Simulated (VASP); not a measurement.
Computed with RPBE GGA, VASP's PBE PAW potentials (set 64) (plane waves; VASP).

VASP ran on this input.

**KPOINTS**
```
Automatic mesh
0
Gamma
20 20 20
0 0 0
```

POSCAR:
```
Ni
1
    0.0000000000     1.7758171200     1.7758171200
    1.7758171200     0.0000000000     1.7758171200
    1.7758171200     1.7758171200     0.0000000000
Ni
1
Direct
  0.0000000000   0.0000000000   0.0000000000
```

INCAR:
```
SYSTEM=Ni
PREC=Accurate; ENCUT=520; LREAL=F
LASPH=T
EDIFF=1E-7; NELM=100; ALGO=Normal
LMAXMIX=4
ISMEAR=-5
GGA=RP
ISPIN=2; MAGMOM=0.6
ISIF=2
LWAVE=F; LCHARG=T; LORBIT=11
NEDOS=601
```

POTCAR, in this order: Ni (PBE.64 set). Program: vasp_std.

Output of the run:

**OSZICAR**
```
       N       E                     dE             d eps       ncg     rms          rms(c)
DAV:   1     0.234616798104E+02    0.23462E+02   -0.48422E+03  9441   0.141E+03
DAV:   2    -0.544441156173E+01   -0.28906E+02   -0.28053E+02  9335   0.164E+02
DAV:   3    -0.586846219865E+01   -0.42405E+00   -0.42355E+00 10734   0.267E+01
DAV:   4    -0.587249592942E+01   -0.40337E-02   -0.40298E-02 10687   0.226E+00
DAV:   5    -0.587259290045E+01   -0.96971E-04   -0.96842E-04 10579   0.300E-01    0.937E+00
DAV:   6    -0.528193684357E+01    0.59066E+00   -0.15966E+01  9682   0.642E+01    0.604E+00
DAV:   7    -0.496876949626E+01    0.31317E+00   -0.27882E+00  9721   0.251E+01    0.192E+00
DAV:   8    -0.495573626498E+01    0.13033E-01   -0.23268E-02 12522   0.181E+00    0.955E-01
DAV:   9    -0.495354368527E+01    0.21926E-02   -0.21124E-03 13483   0.502E-01    0.247E-01
DAV:  10    -0.495316511736E+01    0.37857E-03   -0.48639E-04 11408   0.200E-01    0.457E-02
DAV:  11    -0.495315242117E+01    0.12696E-04   -0.13559E-04 12009   0.140E-01    0.330E-02
DAV:  12    -0.495315009369E+01    0.23275E-05   -0.21380E-06 10009   0.216E-02    0.125E-02
DAV:  13    -0.495315233121E+01   -0.22375E-05   -0.53861E-07 10158   0.107E-02    0.492E-03
DAV:  14    -0.495315259765E+01   -0.26644E-06   -0.92249E-08  4837   0.422E-03    0.484E-04
DAV:  15    -0.495315265059E+01   -0.52946E-07   -0.68250E-09  4714   0.972E-04
   1 F= -.49531527E+01 E0= -.49531527E+01  d E =0.000000E+00  mag=     0.6314
```

File OUTCAR:
```
------------------------ aborting loop because EDIFF is reached ----------------------------------------
  FORCE on cell =-STRESS in cart. coord.  units (eV):
  Direction    XX          YY          ZZ          XY          YZ          ZX
  --------------------------------------------------------------------------------------
  Total        0.0148299      0.0148299      0.0148299      0.0000000      0.0000000      0.0000000
  in kB        2.1214084      2.1214084      2.1214084      0.0000000      0.0000000      0.0000000
  external PRESSURE =       2.1214084 kB  Pullay stress =       0.0000000 kB
  volume of cell :       11.20
      direct lattice vectors                 reciprocal lattice vectors
     0.000000000  1.775817120  1.775817120    -0.281560525  0.281560525  0.281560525
     1.775817120  0.000000000  1.775817120     0.281560525 -0.281560525  0.281560525
     1.775817120  1.775817120  0.000000000     0.281560525  0.281560525 -0.281560525
 POSITION                                       TOTAL-FORCE (eV/Angst)
 -----------------------------------------------------------------------------------
      0.00000      0.00000      0.00000        -0.000000      0.000000      0.000000
 -----------------------------------------------------------------------------------
    total drift:                               -0.000000     -0.000000     -0.000000
  FREE ENERGIE OF THE ION-ELECTRON SYSTEM (eV)
  ---------------------------------------------------
  free  energy   TOTEN  =        -4.9531526506 eV

  energy  without entropy=       -4.9531526506  energy(sigma->0) =       -4.95315265

 total charge

# of ion       s       p       d       tot
------------------------------------------
    1        0.484   0.472   8.298   9.253

 magnetization (x)

# of ion       s       p       d       tot
------------------------------------------
    1       -0.008  -0.028   0.684   0.648
```
(Selected blocks of OUTCAR.)

File OUTCAR:
```
 val. band max:        9.1555508507   @ k =   0.4000   0.0500   0.0000

 cond. band min:       9.0240048573   @ k =   0.3500   0.3500   0.0000


 Fermi energy:         9.1398435383

 spin component 1

 k-point     1 :       0.0000    0.0000    0.0000
  band No.  band energies     occupation
      1       0.3348      1.00000
      2       6.7423      1.00000
      3       6.7423      1.00000
      4       6.7423      1.00000
      5       7.8826      1.00000
      6       7.8826      1.00000
      7      32.5646      0.00000
      8      36.2700      0.00000
      9      36.2700      0.00000

 k-point     2 :       0.0500    0.0000    0.0000
  band No.  band energies     occupation
      1       0.4306      1.00000
      2       6.7182      1.00000
      3       6.7633      1.00000
      4       6.7633      1.00000
      5       7.8736      1.00000
      6       7.8736      1.00000
      7      32.2564      0.00000
      8      34.9196      0.00000
      9      36.0166      0.00000

 k-point     3 :       0.1000    0.0000    0.0000
  band No.  band energies     occupation
      1       0.7151      1.00000
      2       6.6519      1.00000
      3       6.8204      1.00000
      4       6.8204      1.00000
      5       7.8523      1.00000
      6       7.8523      1.00000
      7      30.7476      0.00000
      8      33.7623      0.00000
      9      35.4948      0.00000

 k-point     4 :       0.1500    0.0000    0.0000
  band No.  band energies     occupation
      1       1.1772      1.00000
      2       6.5604      1.00000
      3       6.8940      1.00000
      4       6.8940      1.00000
      5       7.8374      1.00000
      6       7.8374      1.00000
      7      28.3260      0.00000
      8      33.3692      0.00000
      9      34.9536      0.00000

 k-point     5 :       0.2000    0.0000    0.0000
  band No.  band energies     occupation
      1       1.7946      1.00000
...
```

For a metal the tetrahedron method with Blöchl corrections gives inexact stress and forces.

The compound is Ni in the fcc structure. It was relaxed first.
